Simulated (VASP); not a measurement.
## TePb: structure and properties in VASP

What structure and properties does PBE + D3(BJ) give TePb, and how near are they to the measured ones? The steps: full relaxation (PBE + D3(BJ)), single point with fields (PBE + D3(BJ)), band structure (PBE + D3(BJ)), density of states (PBE + D3(BJ)), zone-centre phonons (PBE + D3(BJ)) and electric field gradients (PBE + D3(BJ)). Left out of this account: 1 further run (dielectric: a response that the mesh can't converge at so small a gap). The start is a cell from a database of measured crystal structures.

Calculated with VASP 6.6.1; PBE with D3(BJ); plane waves and PAW (Te, Pb_d).

The experiments to compare with:

“Correlated local dipoles in PbTe” (2017, arxiv:1709.02863) reports for PbTe, rocksalt, by single-crystal x-ray diffraction (melt-grown single-crystal fragment, about 42 um across, 125 K): lattice constant a (cubic lattice constant a at 125 K) 6.4397 ± 0.0001 Å.

For PbTe, rock salt (bulk crystal, 5 K), “Lattice Properties of PbX (X = S, Se, Te): Experimental Studies and ab initio Calculations Including Spin-Orbit Effects” (2008, arxiv:0808.3152) quotes earlier work: infrared mode (TO at Gamma) 18 cm⁻¹ [soft, strongly anharmonic mode near a ferroelectric instability].

This is a report of a sequence of runs, with most program output left out.

## (1) The structure

Before any relaxation, the start is as follows. The structure is cubic, space group Fm-3m (No. 225). Conventional cell: a = 6.462 Å, b = 6.462 Å, c = 6.462 Å, α = 90.00°, β = 90.00°, γ = 90.00°. Nearest to Te lie 6 Pb at 3.23 Å. Nearest to Pb lie 6 Te at 3.23 Å. Farther neighbours and most contacts between anions are not listed.

Coordinates:

```xyz
2
Lattice="0.0000 3.2310 3.2310 3.2310 0.0000 3.2310 3.2310 3.2310 0.0000" Properties=species:S:1:pos:R:3 pbc="T T T"
Te    3.2310    3.2310    3.2310
Pb    0.0000    0.0000    0.0000
```

## (2) Full relaxation (PBE + D3(BJ))

The start need not lie at this functional's minimum. ISIF = 3 frees volume, shape and positions, and EDIFFG sets the threshold on forces and stress at which the search stops. PBE, the usual starting point, adds the gradient of the density. A dispersion term adds the long-range attraction that semilocal functionals lack. D3 with Becke-Johnson damping keeps a finite attraction at short range.

Input file INCAR:

```
SYSTEM = TePb
PREC = Accurate
ENCUT = 400
EDIFF = 1E-06
NELM = 100
ISMEAR = 0
SIGMA = 0.05
LREAL = .FALSE.
ALGO = Normal
GGA = PE
IVDW = 12
NBANDS = 16
LORBIT = 11
LWAVE = .FALSE.
LCHARG = .FALSE.
KPAR = 2
IBRION = 2
NSW = 60
ISIF = 3
EDIFFG = -0.01
```

Input file POSCAR:

```
TePb
1.0
    0.0000000000      3.2310000000      3.2310000000
    3.2310000000      0.0000000000      3.2310000000
    3.2310000000      3.2310000000      0.0000000000
Te Pb
1 1
Direct
    0.5000000000      0.5000000000      0.5000000000
    0.0000000000      0.0000000000      0.0000000000
```

Input file KPOINTS:

```
Automatic mesh
0
Gamma
5 5 5
0 0 0
```

The projector-augmented-wave data sets are Te and Pb_d (PBE family, release 64).

On the command line:

```console
$ mpirun -np 2 vasp_std
```

Wall time 7.2 s (2 MPI ranks of Intel Xeon 6975P-C (Granite Rapids), shared host); peak memory 0.33 GiB; 13 s of CPU time.

The gap is read on the k-mesh alone, so it is an upper bound where the band edges lie off the mesh. The run keeps the 48 symmetry operations of its start, so it cannot find a distortion of lower symmetry.

Little changed from the start: no atom moved by 0.005 Å and no cell edge by 0.1 %.

This step gave:

| Quantity | Value |
| --- | --- |
| electrons | 20 |
| bands | 16 |
| irreducible k-points | 10 |
| symmetry operations | 48 |
| free energy (TOTEN) | -8.308 eV |
| Fermi energy | 5.732 eV |
| pressure | -0.01424 GPa |
| metallic | no |
| valence top at k | -0.2, 0.2, 0 |
| conduction bottom at k | 0.4, 0, 0 |
| least direct gap at k | 0.4, 0, 0 |
| SCF cycles over all ionic steps | 18 |
| gap on the k-mesh | 1.209 eV |
| least direct gap on the k-mesh | 1.228 eV |

It ends with forces that vanish by symmetry and a pressure of -0.01 GPa. The volume lies +0.3 % from that of the database's start.

## (3) Single point with fields (PBE + D3(BJ))

The relaxed cell gets a fresh self-consistent run, on a basis set for its own volume, to fix the density and to check the remaining stress.

Edit INCAR of step 2 so:

```diff
@@ -14,7 +14,5 @@
 LWAVE = .FALSE.
-LCHARG = .FALSE.
-KPAR = 2
-IBRION = 2
-NSW = 60
-ISIF = 3
-EDIFFG = -0.01
+LCHARG = .TRUE.
+ISIF = 2
+LELF = .TRUE.
+LVHAR = .TRUE.
```

Input file POSCAR:

```
TePb
1.0
    0.0000000000      3.2338598428      3.2338598428
    3.2338598428      0.0000000000      3.2338598428
    3.2338598428      3.2338598428      0.0000000000
Te Pb
1 1
Direct
    0.5000000000      0.5000000000      0.5000000000
    0.0000000000      0.0000000000      0.0000000000
```

KPOINTS is that of step 2.

On the command line:

```console
$ mpirun -np 2 vasp_std
```

Elapsed: 4.6 s, on 2 MPI ranks; peak memory 0.28 GiB.

Numbers from this step:

```
SCF cycles   : 12
Fermi energy : 5.723 eV
pressure     : -0.02559 GPa
```

Valence electrons inside each PAW sphere by angular momentum. Sphere charges, by row:

| atom | s (e) | p (e) | d (e) | tot (e) |
| --- | --- | --- | --- | --- |
| Te1 | 1.375 | 2.002 | 0.018 | 3.395 |
| Pb2 | 1.46 | 0.577 | 9.833 | 11.87 |

Electrostatic potential energy in the ac plane of the conventional cell at fractional y = 0.000, with atoms of Te and Pb within 0.2 Å of it. With pseudopotentials it is smooth inside the atoms' cores, unlike the true potential.

Ten even steps from '0' (-95 eV) to '9' (3 eV), each cell a mean:
```
026999730015999730
357999863248999863
789999987789999987
999999999999999999
999999999999999999
999999999899999999
578999976578999985
127999852137999841
015999730015899720
015999730026999730
248999863357999863
789999987789999987
999999999999999999
999999999999999999
899999999999999999
578999985578999976
137999841127999852
015899720015999730
```
Columns run along a (6.5 Å; values clipped at the 3rd and 97th percentile), rows up along c (6.5 Å), edges of the conventional cell, whose origin can differ from the input's. Atoms in or near the plane, at fractional coordinates: Te at (0.50, 0.00), Te at (0.00, 0.50), Pb at (0.00, 0.00), Pb at (0.50, 0.50).

Valence density in the ac plane of the conventional cell at fractional y = 0.000, with atoms of Te and Pb within 0.2 Å of it. It is the smooth field of the valence electrons, not physical close to the nuclei.

Ten steps, logarithmic in the rise over the least value, from '0' (-0.3 e/Å³) to '9' (7.5 e/Å³), each cell a mean:
```
986444553245444579
875444455555444567
554434445554433455
444333444444333344
444333344444333344
444433444544333444
554444456765444455
455444578986444554
045444589997544552
245444579986444553
555444567875444455
554433455554434445
444333344444333444
444333344444333344
544333444444433444
765444455554444456
986444554455444578
997544552045444589
```
Columns run along a (6.5 Å), rows up along c (6.5 Å), edges of the conventional cell, whose origin can differ from the input's. Atoms in or near the plane, at fractional coordinates: Te at (0.50, 0.00), Te at (0.00, 0.50), Pb at (0.00, 0.00), Pb at (0.50, 0.50).

ELF in the ac plane of the conventional cell at fractional y = 0.000, with atoms of Te and Pb within 0.2 Å of it. It is the smooth field of the valence electrons, not physical close to the nuclei.

Ten even steps from '_' (0.08) to '@' (0.84), each cell a mean:
```
..::++----##@@@@####%%@@@@++::==--..
--====::::**@@@@@@@@@@@@%%==::--==--
====--....==%%@@@@@@@@@@**::..::--==
::::..____..==**######++--____..::::
++==--..____..::----::..______::==++
@@%%##==..__..::------::____--**%%@@
@@@@@@##--..--==++====--::..++@@@@@@
%%@@@@%%==::====::..--==--::##@@@@%%
**%%@@@@++::==--..--..==----##@@@@##
##%%@@@@++::==--....::++----##@@@@##
@@@@@@%%==::--==----====::::**@@@@@@
@@@@@@**::..::--======--....==%%@@@@
####++--____..::::::::..____..==**##
--::..______::==++++==--..____..::--
----::____--**%%@@@@%%##==..__..::--
====--::..++@@@@@@@@@@@@##--..--==++
..--==--::##@@@@%%%%@@@@%%==::====::
--..==----##@@@@##**%%@@@@++::==--..
```
Columns run along a (6.5 Å), rows up along c (6.5 Å), edges of the conventional cell, whose origin can differ from the input's. Atoms in or near the plane, at fractional coordinates: Te at (0.50, 0.00), Te at (0.00, 0.50), Pb at (0.00, 0.00), Pb at (0.50, 0.50).

In this run the pressure is -0.03 GPa, small enough to go on.

## (4) Band structure (PBE + D3(BJ))

The mesh alone shows little of the dispersion and can miss band extrema, so KPOINTS_OPT adds a path through the symmetry points after the self-consistent cycle.

Input file INCAR:

```
SYSTEM = TePb
PREC = Accurate
ENCUT = 400
EDIFF = 1E-06
NELM = 100
ISMEAR = 0
SIGMA = 0.05
LREAL = .FALSE.
ALGO = Normal
GGA = PE
IVDW = 12
NBANDS = 22
LORBIT = 11
LWAVE = .FALSE.
LCHARG = .FALSE.
KPAR = 2
```

POSCAR is that of step 3.

KPOINTS is that of step 3.

Input file KPOINTS_OPT:

```
Line mode
16
Line-mode
Reciprocal
  0.00000000   0.00000000   0.00000000 GAMMA
  0.50000000   0.00000000   0.50000000 X

  0.50000000   0.00000000   0.50000000 X
  0.50000000   0.25000000   0.75000000 W

  0.50000000   0.25000000   0.75000000 W
  0.37500000   0.37500000   0.75000000 K

  0.37500000   0.37500000   0.75000000 K
  0.00000000   0.00000000   0.00000000 GAMMA

  0.00000000   0.00000000   0.00000000 GAMMA
  0.50000000   0.50000000   0.50000000 L

  0.50000000   0.50000000   0.50000000 L
  0.62500000   0.25000000   0.62500000 U

  0.62500000   0.25000000   0.62500000 U
  0.50000000   0.25000000   0.75000000 W

  0.50000000   0.25000000   0.75000000 W
  0.50000000   0.50000000   0.50000000 L

  0.50000000   0.50000000   0.50000000 L
  0.37500000   0.37500000   0.75000000 K

  0.62500000   0.25000000   0.62500000 U
  0.50000000   0.00000000   0.50000000 X
```

On the command line:

```console
$ mpirun -np 2 vasp_std
```

The job ended after 39 s (2 MPI ranks; peak memory 0.35 GiB).

Spin-orbit coupling is off here; with elements this heavy it splits and shifts levels by tenths of an eV or more.

This step gave:

```
bands                             : 22
Fermi energy                      : 5.677 eV
pressure                          : -0.02678 GPa
least gap on mesh and path        : 0.7407 eV
least direct gap on mesh and path : 0.7407 eV
valence top at k                  : 0.5, 0.5, 0.5
conduction bottom at k            : 0.5, 0.5, 0.5
least direct gap at k             : 0.5, 0.5, 0.5
```

Electronic bands along the path, in eV, zero at the valence-band top; v1 is the highest filled band, c1 the lowest empty one:

| point | v4 | v3 | v2 | v1 | c1 | c2 | c3 | c4 |
| --- | --- | --- | --- | --- | --- | --- | --- | --- |
| Γ | -5.60 | -1.34 | -1.34 | -1.34 | 4.08 | 4.08 | 4.08 | 5.80 |
| 0.47 of the way | -6.76 | -2.07 | -2.07 | -1.10 | 2.30 | 4.17 | 4.42 | 4.42 |
| X | -7.29 | -4.48 | -2.79 | -2.79 | 3.30 | 5.47 | 5.47 | 6.69 |
| 0.47 of the way | -7.62 | -4.31 | -3.08 | -1.95 | 3.84 | 3.85 | 5.74 | 6.33 |
| W | -7.97 | -3.77 | -3.77 | -0.35 | 1.68 | 5.22 | 5.22 | 6.84 |
| 0.47 of the way | -7.96 | -4.00 | -3.24 | -0.95 | 2.32 | 4.60 | 5.72 | 5.91 |
| K | -7.95 | -4.10 | -2.29 | -2.07 | 3.57 | 3.78 | 5.13 | 5.93 |
| 0.53 of the way | -7.16 | -2.33 | -0.76 | -0.16 | 1.43 | 1.74 | 4.18 | 6.01 |
| Γ | -5.60 | -1.34 | -1.34 | -1.34 | 4.08 | 4.08 | 4.08 | 5.80 |
| 0.47 of the way | -6.86 | -1.20 | -1.20 | -0.71 | 2.27 | 2.59 | 2.59 | 5.87 |
| L | -8.57 | -0.88 | -0.88 | 0.00 | 0.74 | 1.28 | 1.28 | 8.39 |
| 0.47 of the way | -8.39 | -2.60 | -1.50 | -1.11 | 2.01 | 2.21 | 3.63 | 6.89 |
| U | -7.95 | -4.10 | -2.29 | -2.07 | 3.57 | 3.78 | 5.13 | 5.93 |
| 0.47 of the way | -7.96 | -4.02 | -3.13 | -1.10 | 2.48 | 4.51 | 5.76 | 5.77 |
| W | -7.97 | -3.77 | -3.77 | -0.35 | 1.68 | 5.22 | 5.22 | 6.84 |
| 0.47 of the way | -8.28 | -2.88 | -2.69 | -0.45 | 1.37 | 3.77 | 4.21 | 6.75 |
| L | -8.57 | -0.88 | -0.88 | 0.00 | 0.74 | 1.28 | 1.28 | 8.39 |
| 0.47 of the way | -8.39 | -2.60 | -1.50 | -1.11 | 2.01 | 2.21 | 3.63 | 6.89 |
| K | -7.95 | -4.10 | -2.29 | -2.07 | 3.57 | 3.78 | 5.13 | 5.93 |
| jump to U | -7.95 | -4.10 | -2.29 | -2.07 | 3.57 | 3.78 | 5.13 | 5.93 |
| 0.47 of the way | -7.54 | -4.37 | -2.64 | -2.55 | 3.64 | 4.84 | 5.00 | 6.45 |
| X | -7.29 | -4.48 | -2.79 | -2.79 | 3.30 | 5.47 | 5.47 | 6.69 |

Of the projections kept (Te, Pb), the largest for each band there; the rest of the weight can lie on other orbitals:

| point | v4 | v3 | v2 | v1 | c1 | c2 | c3 | c4 |
| --- | --- | --- | --- | --- | --- | --- | --- | --- |
| Γ | Pb 0.63 | Te 0.80 | Te 0.80 | Te 0.80 | Pb 0.77 | Pb 0.77 | Pb 0.77 | Te 0.61 |
| X | Pb 0.86 | Te 0.64 | Te 0.70 | Te 0.70 | Te 0.54 | Pb 0.59 | Pb 0.59 | Te 0.61 |
| W | Pb 0.96 | Te 0.66 | Te 0.66 | Te 0.82 | Pb 0.85 | Te 0.76 | Te 0.76 | Pb 0.73 |
| K | Pb 0.93 | Te 0.65 | Te 0.72 | Te 0.60 | Te 0.56 | Pb 0.61 | Pb 0.73 | Te 0.65 |
| Γ | Pb 0.63 | Te 0.80 | Te 0.80 | Te 0.80 | Pb 0.77 | Pb 0.77 | Pb 0.77 | Te 0.61 |
| L | Pb 0.92 | Te 0.94 | Te 0.95 | Te 0.60 | Pb 0.65 | Pb 0.91 | Pb 0.91 | Te 0.79 |

The path lowers the gap by 0.47 eV against the mesh alone, so a band edge lies off the mesh.

## (5) Density of states (PBE + D3(BJ))

Here the states are counted by energy and projected on the atoms. The mesh is finer than in the run before.

Edit INCAR of step 4 so:

```diff
@@ -5,3 +5,3 @@
 NELM = 100
-ISMEAR = 0
+ISMEAR = -5
 SIGMA = 0.05
@@ -16 +16,2 @@
 KPAR = 2
+NEDOS = 2001
```

POSCAR is that of step 4.

Input file KPOINTS:

```
Automatic mesh
0
Gamma
8 8 8
0 0 0
```

On the command line:

```console
$ mpirun -np 2 vasp_std
```

Wall time 12 s (2 MPI ranks); peak memory 0.36 GiB; 23 s of CPU time.

This step gave:

| Property | Result |
| --- | --- |
| irreducible k-points | 29 |
| free energy (TOTEN) | -8.306 eV |
| Fermi energy | 5.601 eV |
| pressure | -0.02241 GPa |
| valence top at k | 0.5, 0, 0 |
| conduction bottom at k | 0.5, 0, 0 |
| least direct gap at k | 0.5, 0, 0 |
| gap on the k-mesh | 0.7409 eV |
| least direct gap on the k-mesh | 0.7409 eV |

The density of states has structure finer than the step of the table below, so its rows give means over 1 eV, whole bins alone (the curve runs from -12.0 to 7.57 eV). Peaks (eV: height): total -10.3: 3.21, -8.0: 2.99, -1.3: 2.17, -0.6: 2.44; Te p -1.3: 0.805, -0.6: 0.869, 4.3: 0.356; Pb p -2.7: 0.236, 1.7: 0.664; Pb s -8.0: 1.79, -0.6: 0.25; Te s -10.3: 2.03.

States under -12.0 eV and over 7.6 eV are left out. Density of states against energy, zero at the valence-band top; means over each step; values in states/eV/cell:

| energy (eV) | total | Te p | Pb p | Pb s | Te s | Te d |
| --- | --- | --- | --- | --- | --- | --- |
| -11 | 1.08 | 0.00271 | 0.0112 | 0.0862 | 0.591 | 4.6e-5 |
| -10 | 0.776 | 6.7e-4 | 0.00716 | 0.0216 | 0.489 | 7.8e-5 |
| -9 | 0.00442 | 2.2e-4 | 5.8e-6 | 0.00248 | 1.3e-4 | 0 |
| -8 | 1.45 | 0.0490 | 0.00331 | 0.838 | 0.0916 | 0.00264 |
| -7 | 0.470 | 0.0137 | 0.00209 | 0.243 | 0.0855 | 5.4e-4 |
| -6 | 0.0739 | 0.00160 | 3.6e-4 | 0.0371 | 0.0196 | 0 |
| -5 | 6.8e-5 | 1.6e-5 | 7.8e-6 | 0 | 0 | 0 |
| -4 | 0.489 | 0.117 | 0.0613 | 0.00457 | 0.00152 | 6.7e-4 |
| -3 | 1.35 | 0.375 | 0.162 | 0.0136 | 0.00643 | 0.00270 |
| -2 | 1.93 | 0.631 | 0.194 | 0.0344 | 0.0105 | 0.00474 |
| -1 | 1.99 | 0.728 | 0.122 | 0.128 | 0.0132 | 0.00576 |
| 0 | 0.231 | 0.0810 | 0.0105 | 0.0287 | 0.00218 | 7.0e-4 |
| 1 | 0.216 | 0.0160 | 0.0584 | 0.00275 | 0.0156 | 0.00417 |
| 2 | 1.67 | 0.145 | 0.525 | 0.0189 | 0.0651 | 0.0411 |
| 3 | 1.49 | 0.206 | 0.405 | 0.0194 | 0.0237 | 0.0447 |
| 4 | 1.63 | 0.292 | 0.366 | 0.0135 | 0.00646 | 0.0573 |
| 5 | 1.44 | 0.261 | 0.296 | 0.0109 | 0.00729 | 0.0504 |
| 6 | 1.23 | 0.115 | 0.197 | 0.00293 | 0.00483 | 0.0613 |
| 7 | 0.938 | 0.0260 | 0.0726 | 9.3e-4 | 0.00347 | 0.0799 |

The gap on this mesh is 0.74 eV. In the top eV of the valence band the largest shares in the PAW spheres are Te p 36 %, Pb s 10 % and Pb p 5 %; in the lowest eV of the conduction band, Pb p 29 %, Te p 7 % and Te s 6 %. The rest lies in smaller channels or between the spheres.

## (6) Zone-centre phonons (PBE + D3(BJ))

Zone-centre modes test whether the atoms sit at a minimum within this cell. IBRION = 6 takes the force constants from differences of forces between displaced cells, so the forces must be tight.

Input file INCAR:

```
SYSTEM = TePb
PREC = Accurate
ENCUT = 400
EDIFF = 1E-08
NELM = 100
ISMEAR = 0
SIGMA = 0.05
LREAL = .FALSE.
ALGO = Normal
GGA = PE
IVDW = 12
NBANDS = 16
LORBIT = 11
LWAVE = .FALSE.
LCHARG = .FALSE.
KPAR = 2
IBRION = 6
NFREE = 2
POTIM = 0.015
ISIF = 2
NSW = 1
```

POSCAR is that of step 5.

Input file KPOINTS:

```
Automatic mesh
0
Gamma
12 12 12
0 0 0
```

On the command line:

```console
$ mpirun -np 2 vasp_std
```

It took 2.1 min on 2 MPI ranks; peak memory 0.66 GiB; 4.3 min of CPU time.

The last energy, forces, stress and levels in OUTCAR belong to the last displaced cell, not to the cell of POSCAR.

Numbers from this step:

```
bands                     : 16
irreducible k-points      : 72
pressure of the cell      : -0.01735 GPa
largest force of the cell : 0 eV/Å
```

Transverse limit, no LO-TO splitting. Modes at Γ, with each element's share of the kinetic energy:

| mode | frequency (cm⁻¹) | symmetry | Te % | Pb % |
| --- | --- | --- | --- | --- |
| 1 | -0.1 | acoustic | 38 | 62 |
| 2 | -0.1 | acoustic | 38 | 62 |
| 3 | -0.1 | acoustic | 38 | 62 |
| 4 | 47.8 | T1u | 62 | 38 |
| 5 | 47.8 | T1u | 62 | 38 |
| 6 | 47.8 | T1u | 62 | 38 |

Displacements in mode 4 (47.8 cm⁻¹), the largest set to 1:
```
Te1  0.00  0.00  1.00
Pb2  0.00  0.00 -0.62
```

The three acoustic modes lie within 0.1 cm⁻¹ of zero, and all others are real. By the characters of their eigenvectors the optical modes sort into (cm⁻¹) infrared active: T1u 48.

## (7) Electric field gradients (PBE + D3(BJ))

Field gradients probe how far the charge around each nucleus departs from cubic symmetry; LASPH keeps the non-spherical terms inside the spheres.

Edit INCAR of step 6 so:

```diff
@@ -3,3 +3,3 @@
 ENCUT = 400
-EDIFF = 1E-08
+EDIFF = 1E-07
 NELM = 100
@@ -16,6 +16,3 @@
 KPAR = 2
-IBRION = 6
-NFREE = 2
-POTIM = 0.015
-ISIF = 2
-NSW = 1
+LEFG = .TRUE.
+LASPH = .TRUE.
```

POSCAR is that of step 6.

Input file KPOINTS:

```
Automatic mesh
0
Gamma
5 5 5
0 0 0
```

On the command line:

```console
$ mpirun -np 2 vasp_std
```

The job ended after 6.6 s (2 MPI ranks; peak memory 0.33 GiB; 12 s of CPU time).

This step gave:

```
SCF cycles                     : 14
irreducible k-points           : 10
free energy (TOTEN)            : -8.308 eV
Fermi energy                   : 5.721 eV
pressure                       : -0.007738 GPa
valence top at k               : -0.2, 0.2, 0
conduction bottom at k         : 0.4, 0, 0
least direct gap at k          : 0.4, 0, 0
gap on the k-mesh              : 1.209 eV
least direct gap on the k-mesh : 1.228 eV
```

Electric field gradients, by row:

| atom | Vxx (V/Å²) | Vyy (V/Å²) | Vzz (V/Å²) | asymmetry |
| --- | --- | --- | --- | --- |
| Te1 | 0 | 0 | 0.001 | - |
| Pb2 | 0 | 0 | 0 | - |

All gradients vanish within the noise.

The run ends at a pressure of -0.01 GPa.

## (8) Summary of results

```json
{
 "relaxed volume": "33.82 Å³/atom",
 "relaxed conventional cell a, b, c": "6.468, 6.468, 6.468 Å",
 "space group after relaxing, within 0.02 Å": "Fm-3m (No. 225)",
 "band gap": "0.741 eV, direct",
 "gap among the points of the DOS mesh alone, an upper bound": "0.741 eV",
 "highest zone-centre mode": "47.8 cm⁻¹",
 "largest field gradient Vzz": "zero within the noise on all sites"
}
```

**Reading.** With PBE + D3(BJ), TePb relaxes to 33.82 Å³/atom in space group Fm-3m (held by the symmetry of the run) and has a direct gap of 0.741 eV. Against the listed cell the volume lies +0.3 %. Band structure (PBE + D3(BJ)): On this path the gap is direct, 0.74 eV, with the valence top at L and the conduction bottom at L. Zone-centre phonons (PBE + D3(BJ)): The highest mode in this list at Γ, 47.8 cm⁻¹, has its largest share on Te (62 % of the kinetic energy). Spin-orbit coupling is left out, and with elements this heavy it would split and shift bands near the edges, and it can change the kind of a small gap. Modes at Γ alone can't show that the crystal is stable at other wave vectors, and the LO-TO splitting is not included. No search among competing phases was made, and a listed structure need not be the one stable at ambient conditions. All values are for a static lattice at zero temperature.

Comparison with the measured values:

| quantity | measured | PBE with D3(BJ) |
| --- | --- | --- |
| lattice constant a (Å) | 6.4397 | 6.468 (+0.4 %) |
| infrared mode, TO at Gamma (cm⁻¹) | 18 | 48 (+165.5 %) |

Measured values from arxiv:1709.02863 (2017) and arxiv:0808.3152 (2008).

Verdict: The lattice constant a is off by +0.4 %: good agreement. The infrared mode is off by +165.5 %: a clear miss. The grades are ours: good and fair within 0.7 and 1.5 % for the lattice constant a and 3 and 7 % for the infrared mode. Zero-point motion and thermal expansion (measured at up to 125 K) are not in the computed lattice constants and infrared mode. As a rule both would widen the computed cell, so the excess over experiment is if anything larger than shown.

[Lines on the potential files, build, host, timing and source positions are cut from VASP's logs without a mark.]

[Logs are printed without paths, hosts, clocks, repeated set-up lines and the standing remarks that a program may print on its own settings, such as how far it seeks lower states.]

[Hosts, paths, dates, database ids (printed as entryN), source tags and the programs' standing remarks are cut or masked in the printed files.]

[A measured line is paired with the nearest computed mode of its activity, which favours agreement.]
